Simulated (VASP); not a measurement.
OSZICAR of a VASP run on Cs (bcc):

OSZICAR:
```
       N       E                     dE             d eps       ncg     rms          rms(c)
DAV:   1     0.573139499241E+02    0.57314E+02   -0.30158E+03   560   0.797E+02
DAV:   2     0.676853185979E+01   -0.50545E+02   -0.49951E+02   776   0.122E+02
DAV:   3     0.187563360861E+01   -0.48929E+01   -0.48929E+01   560   0.461E+01
DAV:   4     0.180487101959E+01   -0.70763E-01   -0.70762E-01  1048   0.691E+00
DAV:   5     0.180478989580E+01   -0.81124E-04   -0.81124E-04   664   0.133E-01    0.341E-01
DAV:   6     0.181001196216E+01    0.52221E-02   -0.71396E-03   912   0.547E-01    0.193E-01
DAV:   7     0.181195379264E+01    0.19418E-02   -0.73284E-03   760   0.571E-01    0.579E-02
DAV:   8     0.181197177610E+01    0.17983E-04   -0.31059E-04   848   0.141E-01    0.981E-03
DAV:   9     0.181195179922E+01   -0.19977E-04   -0.36183E-05   856   0.367E-02    0.387E-03
DAV:  10     0.181194058060E+01   -0.11219E-04   -0.34272E-05   752   0.359E-02    0.163E-03
DAV:  11     0.181193713487E+01   -0.34457E-05   -0.20524E-05   672   0.292E-02    0.213E-04
DAV:  12     0.181193696895E+01   -0.16593E-06   -0.60394E-07   976   0.500E-03    0.132E-04
DAV:  13     0.181193690535E+01   -0.63594E-07   -0.24142E-07   672   0.389E-03
   1 F= 0.18119369E+01 E0= 0.18124823E+01  d E =-.163627E-02
```

Question: Which electronic solver shows in the log?

Answer: It is blocked Davidson (ALGO = Normal, or the opening steps of other solvers). The INCAR had ALGO = Normal.

Question: Can the final energy be trusted as converged?

Answer: The run converged. It stopped with EDIFF = 1E-7, NELM = 100 (vdW-DF2, plane waves, VASP's PBE PAW potentials (set 64)).

The compound is Cs in the bcc structure. This cell is one point of a volume scan, at 1.03 of the reference volume.
